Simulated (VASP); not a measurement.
Input for VASP

POSCAR:
```
Ta
1
   -1.6830000000     1.6830000000     1.6830000000
    1.6830000000    -1.6830000000     1.6830000000
    1.6830000000     1.6830000000    -1.6830000000
Ta
1
Direct
  0.0000000000   0.0000000000   0.0000000000
```

### INCAR
```
SYSTEM = Ta
PREC = Accurate
ENCUT = 400
EDIFF = 1E-6
NELM = 100
ALGO = Normal
LREAL = .FALSE.
LASPH = .TRUE.
ISMEAR = 1
SIGMA = 0.1
GGA = PE
LMAXMIX = 6
LWAVE = .FALSE.
LCHARG = .FALSE.
ISIF = 2
```

File KPOINTS:
```
k-points along high-symmetry lines
6
Line-mode
Reciprocal
  0.000000   0.000000   0.000000 ! GAMMA
  0.500000  -0.500000   0.500000 ! H

  0.500000  -0.500000   0.500000 ! H
  0.000000  -0.000000   0.500000 ! N

  0.000000  -0.000000   0.500000 ! N
  0.000000   0.000000   0.000000 ! GAMMA

  0.000000   0.000000   0.000000 ! GAMMA
  0.250000   0.250000   0.250000 ! P

  0.250000   0.250000   0.250000 ! P
  0.500000  -0.500000   0.500000 ! H

  0.250000   0.250000   0.250000 ! P
  0.000000  -0.000000   0.500000 ! N
```

POTCAR, in this order: Ta_pv (PBE.64 set). Program: vasp_std.

Output of the run:

File standard output:
```
 POSCAR found type information on POSCAR Ta
 POSCAR found :  1 types and       1 ions
 Reading from existing POTCAR
 Reading from existing POTCAR
 LDA part: xc-table for (Slater+PW92), standard interpolation
 POSCAR, INCAR and KPOINTS ok, starting setup
 WAVECAR not read
 entering main loop
       N       E                     dE             d eps       ncg     rms          rms(c)
DAV:   1     0.372828380091E+02    0.37283E+02   -0.58601E+03   648   0.944E+02
DAV:   2    -0.123028505425E+02   -0.49586E+02   -0.48764E+02   818   0.216E+02
DAV:   3    -0.128396184684E+02   -0.53677E+00   -0.52287E+00   765   0.233E+01
DAV:   4    -0.128424677443E+02   -0.28493E-02   -0.29861E-02   807   0.150E+00
DAV:   5    -0.128424845631E+02   -0.16819E-04   -0.16805E-04   759   0.815E-02    0.130E+01
DAV:   6    -0.125076749306E+02    0.33481E+00   -0.42288E-01   675   0.766E+00    0.629E+00
DAV:   7    -0.124285646124E+02    0.79110E-01   -0.23594E-01   689   0.541E+00    0.699E-01
DAV:   8    -0.124276911287E+02    0.87348E-03   -0.16317E-03   727   0.383E-01    0.165E-01
DAV:   9    -0.124275633891E+02    0.12774E-03   -0.70098E-04   658   0.344E-01    0.339E-02
DAV:  10    -0.124275610292E+02    0.23599E-05   -0.54985E-06   731   0.346E-02    0.761E-03
DAV:  11    -0.124275608532E+02    0.17599E-06   -0.12283E-06   351   0.138E-02
   1 F= -.12427561E+02 E0= -.12426279E+02  d E =-.384639E-02
```

File OUTCAR:
```
------------------------ aborting loop because EDIFF is reached ----------------------------------------
  FORCE on cell =-STRESS in cart. coord.  units (eV):
  Direction    XX          YY          ZZ          XY          YZ          ZX
  --------------------------------------------------------------------------------------
  Total       -2.0515995     -2.0515995     -2.0515995      0.0000000     -0.0000000     -0.0000000
  in kB     -172.3815668   -172.3815668   -172.3815668      0.0000000     -0.0000000     -0.0000000
  external PRESSURE =    -172.3815668 kB  Pullay stress =       0.0000000 kB
  volume of cell :       19.07
      direct lattice vectors                 reciprocal lattice vectors
    -1.683000000  1.683000000  1.683000000     0.000000000  0.297088532  0.297088532
     1.683000000 -1.683000000  1.683000000     0.297088532  0.000000000  0.297088532
     1.683000000  1.683000000 -1.683000000     0.297088532  0.297088532  0.000000000
 POSITION                                       TOTAL-FORCE (eV/Angst)
 -----------------------------------------------------------------------------------
      0.00000      0.00000      0.00000         0.000000     -0.000000      0.000000
 -----------------------------------------------------------------------------------
    total drift:                                0.000000     -0.000000     -0.000000
  FREE ENERGIE OF THE ION-ELECTRON SYSTEM (eV)
  ---------------------------------------------------
  free  energy   TOTEN  =       -12.4275608532 eV

  energy  without entropy=      -12.4237144680  energy(sigma->0) =      -12.42627872
```
(Selected blocks of OUTCAR.)

The run ends quietly. Is anything wrong with it?

The cause: a line-mode KPOINTS file was used for a self-consistent run. The run ends without an error. Against the sound run, the energy per atom (σ→0) falls by 0.632 eV/atom; the pressure falls by 9.18 GPa. To mend it, correct KPOINTS.
### KPOINTS
```
Automatic mesh
0
Gamma
11 11 11
0 0 0
```
The mended run (PBE GGA, plane waves, VASP's PBE PAW potentials (set 64)) converges, and its OSZICAR ends with
```
   1 F= -.11794186E+02 E0= -.11794125E+02  d E =-.184620E-03
```

The compound is Ta in the bcc structure. The cell was not relaxed at this level.
